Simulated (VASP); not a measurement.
An input for Ansatz (written as the equivalent of a VASP run, and not itself run):

Ansatz 0.2 input:
```yaml
crystal:
  lattice:
    - [-2.6149536, 2.6149536, 5.1101052]
    - [2.6149536, -2.6149536, 5.1101052]
    - [2.6149536, 2.6149536, -5.1101052]
  atoms:
    - { symbol: Zn, position: [0.0000000, 0.0000000, 0.0000000] }
    - { symbol: Zn, position: [0.7500000, 0.2500000, 0.5000000] }
    - { symbol: Si, position: [0.5000000, 0.5000000, 0.0000000] }
    - { symbol: Si, position: [0.2500000, 0.7500000, 0.5000000] }
    - { symbol: P, position: [0.8750000, 0.8628222, 0.4878222] }
    - { symbol: P, position: [0.1371778, 0.6250000, 0.0121778] }
    - { symbol: P, position: [0.3750000, 0.3871778, 0.5121778] }
    - { symbol: P, position: [0.6128222, 0.1250000, 0.9878222] }
kpoints:
  mp_grid: { grid: [6, 6, 6] }
hamiltonian:
  xc: lda
  pseudopotentials: { kind: paw }
scf:
  occupations: { method: gaussian, width: 0.05 }
  max_iter: 100
relax:
  max_steps: 40
  f_tol: 0.02
  cell: { p_target: 10 }
output: { forces: true, stress: true, eigenvalues: true }
```

**Question.** Write the VASP files for the same calculation (LDA).

**Answer.** Several could match; the one computed here: 
### INCAR
```
PREC  =  Accurate
EDIFF  =  1E-6   # SCF stop (eV)
SIGMA  =  0.05
ENCUT  =  500   # plane-wave cut-off (eV)
ISIF  =  3   # ions, shape and volume
IBRION  =  2
EDIFFG  =  -0.02   # ionic stop
LASPH  =  .TRUE.   # aspherical one-centre terms
NELM  =  100
SYSTEM  =  ZnSiP2
LWAVE  =  .FALSE.
LCHARG  =  .FALSE.
PSTRESS  =  100   # kbar
ISMEAR  =  0
LREAL  =  .FALSE.   # projection in real space or not
NSW  =  40   # most ionic steps
LMAXMIX  =  4
ALGO  =  Normal   # blocked Davidson
```

POSCAR:
```
ZnSiP2
1
   -2.6149535976     2.6149535976     5.1101051591
    2.6149535976    -2.6149535976     5.1101051591
    2.6149535976     2.6149535976    -5.1101051591
Zn Si P
2 2 4
Direct
  0.0000000000   0.0000000000   0.0000000000
  0.7500000000   0.2500000000   0.5000000000
  0.5000000000   0.5000000000   0.0000000000
  0.2500000000   0.7500000000   0.5000000000
  0.8750000000   0.8628221554   0.4878221554
  0.1371778446   0.6250000000   0.0121778446
  0.3750000000   0.3871778446   0.5121778446
  0.6128221554   0.1250000000   0.9878221554
```

KPOINTS:
```
Regular mesh
0
Gamma
  6 6 6
```

POTCAR, in this order: Zn Si P (LDA.64 set). Program: vasp_std.

The two are equivalent in intent, not identical: each code has its own PAW files, so the cut-off isn't converted (ENCUT is set for VASP's; basis.ecutwfc is left out, and Ansatz then takes the one that its files recommend); Ansatz stops its SCF on the density residual and VASP on the energy change (EDIFF); Ansatz's lda is the Perdew-Wang form, while the LDA potentials of VASP carry Perdew-Zunger's.

The compound is ZnSiP2 in the chalcopyrite structure. This run relaxes it under an external pressure of 10 GPa. Symmetry was kept, so distortions that lower it aren't found.
